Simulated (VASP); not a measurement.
Data:

```yaml
crystal:
  lattice:
    - [6.05780, 0.00000, 0.00000]
    - [0.00000, 6.05780, 0.00000]
    - [0.00000, 0.00000, 6.05780]
  atoms:
    - { symbol: As, position: [0.61667, 0.88333, 0.11667] }
    - { symbol: As, position: [0.11667, 0.61667, 0.88333] }
    - { symbol: As, position: [0.61667, 0.61667, 0.61667] }
    - { symbol: As, position: [0.38333, 0.38333, 0.38333] }
    - { symbol: As, position: [0.88333, 0.11667, 0.61667] }
    - { symbol: As, position: [0.88333, 0.38333, 0.11667] }
    - { symbol: As, position: [0.11667, 0.88333, 0.38333] }
    - { symbol: As, position: [0.38333, 0.11667, 0.88333] }
    - { symbol: Pt, position: [0.00000, 0.50000, 0.50000] }
    - { symbol: Pt, position: [0.50000, 0.00000, 0.50000] }
    - { symbol: Pt, position: [0.00000, 0.00000, 0.00000] }
    - { symbol: Pt, position: [0.50000, 0.50000, 0.00000] }
```

These are PBE GGA, VASP's PBE PAW potentials (set 64) (plane waves; VASP) values and carry that method's errors. Run with 400 eV cut-off, Gaussian smearing of 0.050 eV, potentials As Pt.

Unless said otherwise, spin-orbit coupling is left out, though it shifts the bands of the heavy elements here.

Problem. Give the energies of bands 33 to 46 at the high-symmetry points, in eV from the valence-band maximum.

Solution. 
```tsv
band	Γ	X	M	R	X1
33	-3.22	-2.05	-1.99	-1.07	-2.05
34	-2.48	-2.05	-1.99	-1.07	-2.05
35	-2.45	-1.89	-1.99	-1.07	-1.89
36	-2.45	-1.89	-1.99	-1.07	-1.89
37	-2.45	-1.24	-0.59	-0.72	-1.24
38	-0.97	-1.24	-0.59	-0.72	-1.24
39	-0.97	-0.88	-0.59	-0.72	-0.88
40	-0.97	-0.88	-0.59	-0.72	-0.88
41	0.52	1.39	1.78	0.07	1.39
42	0.52	1.39	1.78	0.07	1.39
43	0.52	1.52	1.78	0.07	1.52
44	1.65	1.52	1.78	0.07	1.52
45	3.83	2.55	2.09	2.79	2.55
46	3.83	2.55	2.09	2.79	2.55
```

The gap is indirect, 0.07 eV, from the valence maximum at M-Γ at 0.27 to the conduction minimum at R.

The compound is PtAs2 in the pyrite structure. It was relaxed first.
